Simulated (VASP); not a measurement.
Output of a VASP run:

**OSZICAR**
```
       N       E                     dE             d eps       ncg     rms          rms(c)
DAV:   1     0.160464615302E+03    0.16046E+03   -0.11320E+04  2572   0.202E+03
DAV:   2    -0.315077701939E+01   -0.16362E+03   -0.15995E+03  2632   0.415E+02
DAV:   3    -0.987164412707E+01   -0.67209E+01   -0.66844E+01  3101   0.914E+01
DAV:   4    -0.998657303880E+01   -0.11493E+00   -0.11491E+00  3185   0.109E+01
DAV:   5    -0.999160069104E+01   -0.50277E-02   -0.50276E-02  3700   0.207E+00    0.105E+01
DAV:   6    -0.969820502765E+01    0.29340E+00   -0.75968E-01  2968   0.129E+01    0.484E+00
DAV:   7    -0.963668363384E+01    0.61521E-01   -0.95486E-02  3370   0.775E+00    0.210E+00
DAV:   8    -0.962508531345E+01    0.11598E-01   -0.20101E-02  3213   0.156E+00    0.539E-01
DAV:   9    -0.962372375113E+01    0.13616E-02   -0.25272E-03  3241   0.101E+00    0.792E-02
DAV:  10    -0.962370842510E+01    0.15326E-04   -0.64222E-05  3475   0.169E-01    0.306E-02
DAV:  11    -0.962370875249E+01   -0.32738E-06   -0.42651E-06  3047   0.229E-02
   1 F= -.40780377E+01 E0= -.40780260E+01  d E =-.407804E+01
```

OUTCAR:
```
------------------------ aborting loop because EDIFF is reached ----------------------------------------
  FORCE on cell =-STRESS in cart. coord.  units (eV):
  Direction    XX          YY          ZZ          XY          YZ          ZX
  --------------------------------------------------------------------------------------
  Total        5.5326966      5.5326966      5.5326966      0.0000000      0.0000000     -0.0000000
  in kB      299.2981328    299.2981328    299.2981328      0.0000000      0.0000000     -0.0000000
  external PRESSURE =      -0.7018672 kB  Pullay stress =     300.0000000 kB
  volume of cell :       29.62
      direct lattice vectors                 reciprocal lattice vectors
     3.093958455  0.000000000  0.000000000     0.323210546  0.000000000  0.000000000
     0.000000000  3.093958455  0.000000000     0.000000000  0.323210546  0.000000000
     0.000000000  0.000000000  3.093958455     0.000000000  0.000000000  0.323210546
 POSITION                                       TOTAL-FORCE (eV/Angst)
 -----------------------------------------------------------------------------------
      1.54698      1.54698      1.54698         0.000000      0.000000      0.000000
      0.00000      0.00000      0.00000         0.000000      0.000000      0.000000
 -----------------------------------------------------------------------------------
    total drift:                                0.000000      0.000000     -0.000000
  FREE ENERGIE OF THE ION-ELECTRON SYSTEM (eV)
  ---------------------------------------------------
  free  energy   TOTEN  =        -9.6237087525 eV

  energy  without entropy=       -9.6236735804  energy(sigma->0) =       -9.62369703
  enthalpy is  TOTEN    =        -4.0780376978 eV   P V=        5.5456710547

 reached required accuracy - stopping structural energy minimisation
```
(Selected blocks of OUTCAR.)

**POSCAR**
```
PdIn
1
    3.0939584546    -0.0000000000    -0.0000000000
   -0.0000000000     3.0939584546    -0.0000000000
    0.0000000000     0.0000000000     3.0939584546
In Pd
1 1
Direct
  0.5000000000   0.5000000000   0.5000000000
  0.0000000000   0.0000000000   0.0000000000
```

Write an INCAR and KPOINTS that could have produced this output.

One answer among several that fit: the input of the run itself, PBEsol GGA, plane waves, VASP's PBE PAW potentials (set 64).

INCAR:
```
! general
SYSTEM  = PdIn
PREC    = Accurate
ENCUT   = 500   ! plane-wave cut-off (eV)
LREAL   = .False.
LASPH   = .True.   ! aspherical one-centre terms

! electronic loop
EDIFF   = 1E-6
NELM    = 100
ALGO    = Normal
LMAXMIX = 4   ! l cut-off of mixed one-centre charges

! smearing
ISMEAR  = 1
SIGMA   = 0.1   ! width (eV)

! functional
GGA     = PS

! ions
IBRION  = 2
NSW     = 40
ISIF    = 3   ! ions, shape and volume
EDIFFG  = -0.02   ! ionic stop
PSTRESS = 300

! output
LWAVE   = .False.
LCHARG  = .False.
```

### KPOINTS
```
K-points
0
G
  12 12 12
```

POTCAR, in this order: In_d Pd (PBE.64 set). Program: vasp_std.

The compound is PdIn in the CsCl type structure. It was relaxed first under an external pressure of 30 GPa. The electron count is odd and the run is not spin-polarised, which forces a metal.
